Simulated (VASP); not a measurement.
Set up this calculation in VASP 6.6.1, as the native input.

```
Task                   : single point
Functional             : PBE
Potentials or basis    : VASP PAW PBE potentials, release 64 (Sn_d, Se)
Cutoff                 : 520 eV
k mesh                 : 2 × 4 × 4
Occupations            : gaussian, width 0.1 eV
Spin                   : no spin polarisation
Dipole correction      : no
Further INCAR settings : ALGO = Fast; EDIFF = 1e-06; NBANDS = 50
```

The structure of SnSe lies in POSCAR:

```
SnSe
1.0
   11.6644582700      0.0000000000      0.0000000000
    0.0000000000      4.1262507400      0.0000000000
    0.0000000000      0.0000000000      4.7009072300
Sn Se
4 4
Direct
    0.6187868700      0.7500000000      0.3765543100
    0.8812131300      0.2500000000      0.8765543100
    0.3812131600      0.2500000000      0.6234456900
    0.1187868500      0.7500000000      0.1234457000
    0.1485530300      0.2500000000      0.5091818000
    0.6485530100      0.2500000000      0.9908182000
    0.3514469600      0.7500000000      0.0091818000
    0.8514469900      0.7500000000      0.4908182000
```

The cell is a database's computed one.

The input as run:

INCAR

```
PREC     = Accurate       # precision mode
ENCUT    = 520            # plane-wave cutoff, eV
EDIFF    = 1E-6           # SCF threshold, eV
ISMEAR   = 0              # smearing method
SIGMA    = 0.1            # smearing width, eV
LREAL    = F              # projectors in reciprocal space
LASPH    = T              # aspherical terms in the spheres
NELM     = 100            # most SCF steps
ALGO     = Fast           # electronic algorithm
ISIF     = 2              # what is computed and relaxed
LWAVE    = F              # write WAVECAR
LCHARG   = F              # write CHGCAR
GGA      = PE             # functional
NBANDS   = 50             # bands
```

KPOINTS

```
regular mesh
0
Gamma
  2 4 4
```

Potentials or basis: VASP PAW PBE potentials, release 64 (Sn_d, Se).

Launch:

```console
$ cat potpaw_PBE.64/Sn_d/POTCAR potpaw_PBE.64/Se/POTCAR > POTCAR
$ mpirun -np 1 vasp_std > vasp.out
```

Results of the run:

```json
{"Pressure": "1.1 GPa", "Largest force": "0.213 eV/Å", "Band gap on the k mesh": "1.14 eV, indirect (least direct gap 1.20 eV)"}
```

Caveat: spin-orbit coupling is left out, which moves the levels of the heavy elements.

Run time: 3.2 min on 1 thread of Intel(R) Xeon(R) Platinum 8559C (Emerald Rapids), on a shared host, peak memory 0.4 GiB.
